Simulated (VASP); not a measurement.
Consider the following.

```xyz
2
Lattice="0.0000 2.9961 2.9961 2.9961 0.0000 2.9961 2.9961 2.9961 0.0000" Properties=species:S:1:pos:R:3 pbc="T T T"
Ag     0.0000     0.0000     0.0000
Br     2.9961     2.9961     2.9961
```

Level of theory: RPBE GGA, VASP's PBE PAW potentials (set 64) (plane waves; VASP 6.6.1). Numerical set-up: 520 eV cut-off, 8×8×8 Γ-centred mesh, Gaussian smearing of 0.050 eV, potentials Ag Br.

Q: Predict the energy per atom (σ→0), band gap (on the k-mesh) with the smallest direct gap where there is one.

A: 
- band gap (on the k-mesh): 0.91 eV
- smallest direct gap (on the k-mesh): 2.41 eV
- energy per atom (σ→0): -2.156 eV/atom

Total energies compare only between runs with the same potentials, cut-off and functional.

The compound is AgBr in the rock salt structure. It was relaxed first, which changed the volume by +12 %.
